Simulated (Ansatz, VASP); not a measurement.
# Cross-check of Hf2Si (Hf2Si (I4/mcm)) between VASP and Ansatz, part 2 of 2

Wanted: the spread between two codes on one cell, functional and k mesh. The cell is taken from a series of runs on this material, whose earlier steps may have relaxed, scaled, displaced or heated it; both programs get it as it stands.

VASP 6.6.1 and Ansatz 0.2.0.

So far: The starting structure; Ansatz: relaxation of cell and atoms, r2SCAN; VASP: relaxation of cell and atoms, r2SCAN.

**3. VASP: relaxation of cell and atoms, r2SCAN (continued)**

Level of this step: r2SCAN; plane waves and PAW (Hf_pv, Si) (VASP).

Numbers of over 12 decimals in the logs are rounded to 6 here.

OUTCAR, selected parts (step 3):

```text
ion  position               nearest neighbor table
   1  0.344  0.156  0.500-   6 2.79   5 2.79   5 2.79   6 2.79   3 2.90   3 3.11   3 3.11   4 3.30
                             2 3.30   4 3.30   2 3.30   4 3.50   2 3.50   2 3.50   4 3.50
   2  0.844  0.344  0.187-   5 2.79   6 2.79   6 2.79   5 2.79   4 2.90   4 3.11   4 3.11   1 3.30
                             3 3.30   3 3.30   1 3.30   1 3.50   3 3.50   1 3.50   3 3.50
   3  0.656  0.844  0.500-   5 2.79   6 2.79   6 2.79   5 2.79   1 2.90   1 3.11   1 3.11   4 3.30
                             2 3.30   4 3.30   2 3.30   4 3.50   2 3.50   4 3.50   2 3.50
   4  0.156  0.656  0.813-   5 2.79   6 2.79   6 2.79   5 2.79   2 2.90   2 3.11   2 3.11   1 3.30
                             3 3.30   3 3.30   1 3.30   1 3.50   3 3.50   1 3.50   3 3.50
   5  0.250  0.250  0.000-   6 2.58   6 2.58   2 2.79   4 2.79   4 2.79   2 2.79   1 2.79   1 2.79
                             3 2.79   3 2.79
   6  0.750  0.750  0.000-   5 2.58   5 2.58   2 2.79   4 2.79   4 2.79   2 2.79   3 2.79   1 2.79
                             1 2.79   3 2.79

  LATTYP: Found a body centered tetragonal cell.
 ALAT       =     6.5507040000
 C/A-ratio  =     0.7885634887

 Subroutine GETGRP returns: Found 16 space group operations
 (whereof  8 operations were pure point group operations)

The static configuration has the point symmetry C_4h.
 The point group associated with its full space group is D_4h.

 Found    102 irreducible k-points:

   k-points           NKPTS =    102   k-points in BZ     NKDIM =    102   number of bands    NBANDS=     30

   dimension x,y,z NGX =    42 NGY =   42 NGZ =   42
   dimension x,y,z NGXF=    84 NGYF=   84 NGZF=   84

   ENCUT  =  550.0 eV  40.42 Ry    6.36 a.u.  10.14 10.14 10.14*2*pi/ulx,y,z

   NELECT =      48.0000    total number of electrons

 k-points in reciprocal lattice and weights: Automatic mesh
   0.00000000  0.00000000  0.00000000       0.001
   0.10000000  0.00000000 -0.00000000       0.008
   0.20000000  0.00000000 -0.00000000       0.008
   0.30000000  0.00000000  0.00000000       0.008
   0.40000000  0.00000000 -0.00000000       0.008
   0.50000000  0.00000000  0.00000000       0.004
   0.10000000  0.10000000 -0.00000000       0.008
   0.20000000  0.10000000  0.00000000       0.016
   0.30000000  0.10000000 -0.00000000       0.016
[...]
-0.40000000 -0.40000000  0.40000000       0.002
   0.50000000  0.50000000  0.50000000       0.001

 average (electrostatic) potential at core
       1 -41.3951       2 -41.3951       3 -41.3951       4 -41.3951       5 -85.5245
       6 -85.5245

 E-fermi :   6.0577

 k-point     1 :       0.0000    0.0000    0.0000
  band No.  band energies     occupation
    ...
     20       4.5021      2.00000
     21       4.6248      2.00000
     22       4.6248      2.00000
     23       4.8758      2.00000
     24       5.0413      2.00000
     25       8.2564      0.00000
     26       8.3145      0.00000
     27       8.3697      0.00000
     28       8.8087      0.00000
     29       8.8088      0.00000
    ...

 k-point     2 :       0.1000    0.0000   -0.0000
  band No.  band energies     occupation
    ...
     20       4.3580      2.00000
     21       4.4993      2.00000
     22       4.7474      2.00000
     23       4.7986      2.00000
     24       5.3748      2.00000
     25       7.8176      0.00000
     26       8.2129      0.00000
     27       8.2876      0.00000
     28       8.7538      0.00000
     29       8.8509      0.00000
    ...

 k-point     3 :       0.2000    0.0000   -0.0000
  band No.  band energies     occupation
    ...
     20       4.1000      2.00000
     21       4.4040      2.00000
     22       4.9010      2.00000
     23       5.0257      2.00000
     24       5.6195      1.99969
     25       7.2735      0.00000
     26       7.7328      0.00000
     27       8.0839      0.00000
     28       8.8121      0.00000
     29       8.9846      0.00000
    ...

  Total       -0.0271744     -0.0271744     -0.0000907      0.0000000      0.0000000      0.0000000
  in kB       -0.3929607     -0.3929607     -0.0013113      0.0000000      0.0000000      0.0000000
  external PRESSURE =      -0.2624109 kB  Pullay stress =       0.0000000 kB

  energy-cutoff  :      550.00
  volume of cell :      110.80
      direct lattice vectors                 reciprocal lattice vectors
    -3.276339825  3.276339825  2.580380948     0.000000000  0.152609322  0.193769839
     3.276339825 -3.276339825  2.580380948     0.152609322  0.000000000  0.193769839
     3.276339825  3.276339825 -2.580380948     0.152609322  0.152609322  0.000000000

 POSITION                                       TOTAL-FORCE (eV/Angst)
 -----------------------------------------------------------------------------------
      1.02549      2.25084      0.00000        -0.000910      0.000910     -0.000000
     -1.02549      2.25084      2.58038         0.000910      0.000910      0.000000
      2.25084      1.02549      2.58038         0.000910     -0.000910     -0.000000
      4.30183      1.02549     -0.00000        -0.000910     -0.000910     -0.000000
      0.00000      0.00000      1.29019         0.000000     -0.000000     -0.000000
      0.00000      0.00000      3.87057         0.000000     -0.000000     -0.000000
 -----------------------------------------------------------------------------------
    total drift:                                0.000000     -0.000000      0.000000

  FREE ENERGIE OF THE ION-ELECTRON SYSTEM (eV)
  ---------------------------------------------------
  free  energy   TOTEN  =      -202.9098593723 eV

  energy  without entropy=     -202.8928805306  energy(sigma->0) =     -202.90136995

 reached required accuracy - stopping structural energy minimisation

 total charge
# of ion       s       p       d       tot
------------------------------------------
    1        0.344   6.474   1.566   8.384
    2        0.344   6.474   1.566   8.384
    3        0.344   6.474   1.566   8.384
    4        0.344   6.474   1.566   8.384
    5        0.740   0.988   0.000   1.729
    6        0.740   0.988   0.000   1.729
--------------------------------------------------
tot          2.857  27.873   6.265  36.995

[... 3 further parts left out ...]
```

Harder data sets than Hf_pv exist (the GW ones), and pressures, volumes and forces can shift noticeably with them. The run keeps the 16 symmetry operations of its start, so it cannot find a distortion of lower symmetry.

**4. Comparison**

Known differences besides the potentials themselves: VASP keeps PBE cores, Ansatz makes them for the functional; the data sets hold 112 valence electrons in Ansatz (on its default PAW (the set named soft_2) files) and 48 in VASP; the cutoff is 500 eV in Ansatz and 550 eV in VASP; Ansatz adds a Pulay correction to the stress that steers its cell, VASP none. Total energies have different zeros and are not compared.

Both answers:

```tsv
quantity	Ansatz	VASP	difference
volume (Å³)	111.18	110.80	+0.35 %
edge a after relaxation, in the typed setting (Å)	5.309	5.303	+0.11 %
```

**5. Results**

```json
{"difference in volume (relaxation of cell and atoms, r2SCAN)": "0.35 %"}
```

**Reading.** The difference in volume is 0.35 % (relaxation of cell and atoms, r2SCAN), within the 1.2 % picked in this series as the mark of a large difference, as far as the stopping tolerances let one tell. The data sets hold unlike numbers of valence electrons (112 in Ansatz and 48 in VASP), so part of the differences comes from the potentials. Such differences can come from data sets, numerical settings and the points named under the comparisons, not from the functional's error against experiment.

[Lines on the potential files, build, host, timing and source positions are cut from VASP's logs without a mark.]

[Logs are printed without paths, hosts, clocks, repeated set-up lines and the standing remarks that a program may print on its own settings, such as how far it seeks lower states.]

[Hosts, paths, dates, database ids (printed as entryN), source tags and the programs' standing remarks are cut or masked in the printed files.]
